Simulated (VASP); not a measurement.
OSZICAR of a VASP run on Ru₃W (space group Pm-3m):

OSZICAR:
```
       N       E                     dE             d eps       ncg     rms          rms(c)
DAV:   1     0.491767530472E+03    0.49177E+03   -0.24506E+04  1352   0.133E+03
DAV:   2    -0.233985555302E+02   -0.51517E+03   -0.50577E+03  1435   0.465E+02
DAV:   3    -0.429676517111E+02   -0.19569E+02   -0.18856E+02  1630   0.873E+01
DAV:   4    -0.432834465949E+02   -0.31579E+00   -0.31440E+00  1482   0.105E+01
DAV:   5    -0.432901046468E+02   -0.66581E-02   -0.66547E-02  1675   0.141E+00    0.302E+01
DAV:   6    -0.410587883387E+02    0.22313E+01   -0.52832E+00  1417   0.174E+01    0.101E+01
DAV:   7    -0.407774824369E+02    0.28131E+00   -0.15072E+00  1588   0.732E+00    0.180E+00
DAV:   8    -0.407458812859E+02    0.31601E-01   -0.18942E-01  1555   0.226E+00    0.980E-01
DAV:   9    -0.407345657427E+02    0.11316E-01   -0.12421E-02  1469   0.957E-01    0.204E-01
DAV:  10    -0.407344207790E+02    0.14496E-03   -0.69551E-04  1895   0.177E-01    0.840E-02
DAV:  11    -0.407344312214E+02   -0.10442E-04   -0.60083E-05  1607   0.455E-02    0.126E-02
DAV:  12    -0.407344302049E+02    0.10165E-05   -0.14930E-05  1317   0.235E-02    0.150E-02
DAV:  13    -0.407344274642E+02    0.27407E-05   -0.97178E-07   781   0.694E-03    0.179E-03
DAV:  14    -0.407344274202E+02    0.44022E-07   -0.29288E-07   703   0.269E-03
   1 F= -.40734427E+02 E0= -.40666906E+02  d E =-.135044E+00
```

Q: Which electronic solver shows in the log?

A: It is blocked Davidson (ALGO = Normal, or the opening steps of other solvers). The INCAR had ALGO = Normal.

Q: Can the final energy be trusted as converged?

A: The run converged. It stopped with EDIFF = 1E-6, NELM = 100 (PBE GGA, plane waves, VASP's PBE PAW potentials (set 64)).

The structure was generated: Ru3W was put into an ordered model structure, which need not be its known phase. The cell was not relaxed at this level.
